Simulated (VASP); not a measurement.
```
AlBaGeH
1.0
    4.35110     0.00000     0.00000
   -2.17555     3.76817     0.00000
    0.00000     0.00000     5.25639
Ba Al Ge H
1 1 1 1
Direct
  0.33333   0.66667   0.10149
  0.00000   0.00000   0.64066
  0.66667   0.33333   0.55618
  0.00000   0.00000   0.96767
```

Method: r2SCAN meta-GGA, VASP's PBE PAW potentials (set 64) (plane waves; VASP 6.6.1). Settings: 400 eV cut-off, 7×7×5 Γ-centred mesh, tetrahedra with Blöchl corrections, potentials Ba_sv Al Ge_d H.

Unless said otherwise, spin-orbit coupling is left out, though it shifts the bands of the heavy elements here.

Problem. Give the energies of bands 11 to 17 at the high-symmetry points, in eV from the valence-band maximum.

Solution. 
```json
[
 {"band": "11", "Γ": "-4.51", "M": "-6.05", "K": "-5.86", "A": "-5.45", "L": "-5.58", "H": "-6.07"},
 {"band": "12", "Γ": "-0.71", "M": "-3.21", "K": "-3.09", "A": "-0.01", "L": "-3.38", "H": "-3.14"},
 {"band": "13", "Γ": "-0.36", "M": "-1.12", "K": "-2.79", "A": "-0.01", "L": "-1.59", "H": "-2.30"},
 {"band": "14", "Γ": "-0.36", "M": "-0.43", "K": "-0.70", "A": "0.00", "L": "-0.76", "H": "-0.42"},
 {"band": "15", "Γ": "1.51", "M": "1.05", "K": "1.62", "A": "1.79", "L": "2.01", "H": "3.70"},
 {"band": "16", "Γ": "3.66", "M": "2.82", "K": "3.27", "A": "2.30", "L": "3.94", "H": "4.15"},
 {"band": "17", "Γ": "3.66", "M": "3.45", "K": "4.42", "A": "2.30", "L": "4.50", "H": "4.95"}
]
```

The gap is indirect, 1.05 eV, from the valence maximum at A to the conduction minimum at M.

The structure comes from a computed database's BaAlGeH entry (P3m1); how it stands against other phases isn't given here. It was relaxed first.
